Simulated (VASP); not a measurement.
Input of a VASP 6.6.1 run:

File INCAR:

```
SYSTEM = BeZn2Se3
ALGO = Fast
EDIFF = 1E-5
EDIFFG = -0.03
ENCUT = 520
GGA = PE
IBRION = 2
ISIF = 3
ISMEAR = 0
ISYM = 0
KPAR = 2
LASPH = .TRUE.
LCHARG = .FALSE.
LREAL = Auto
LWAVE = .FALSE.
NELM = 80
NSW = 110
PREC = Normal
SIGMA = 0.05
```

File KPOINTS:

```
k-points
0
G
  3 3 3
  0 0 0
```

File POSCAR:

```
BeZn2Se3
1.0
    3.3520640500     -5.7181598400      0.1419469900
    3.4759201000      5.7893510800     -0.1098727300
   -2.1995951500     -0.1597556400      6.3462534200
Be Zn Se
2 4 6
Direct
    0.9403585200      0.0839258000      0.0202674400
    0.0925043400      0.9216945500      0.5130750000
    0.5600913300      0.3926733700      0.9880050900
    0.2420835800      0.7367329100      0.9993927400
    0.4184664000      0.5878024800      0.4884304600
    0.7404817100      0.2299958600      0.5057591400
    0.9620022900      0.8277837700      0.1526233100
    0.2635154200      0.4211799500      0.1299102200
    0.6361324800      0.1121105800      0.0899800900
    0.4107392000      0.2762038900      0.5864212400
    0.7976506700      0.9453159100      0.6164393700
    0.1024023400      0.6168138800      0.6116964600
```

Potentials or basis: VASP PAW PBE potentials, release 64 (Be, Zn, Se).

Launch:

```console
$ cat potpaw_PBE.64/Be/POTCAR potpaw_PBE.64/Zn/POTCAR potpaw_PBE.64/Se/POTCAR > POTCAR
$ mpirun -np 2 vasp_std > vasp.out
```

(1) Estimate the space group after relaxing (to 0.05 Å).

(2) Predict the relaxed cell.

(3) Estimate the relaxed volume.

(4) What does it give for the band gap on the k mesh?

Answers

(1) Cc (No. 9).

(2) a = 6.806 Å, b = 6.808 Å, c = 6.768 Å, α = 99.38°, β = 99.35°, γ = 120.24°.

(3) 21.34 Å³/atom.

(4) 1.93 eV, direct.
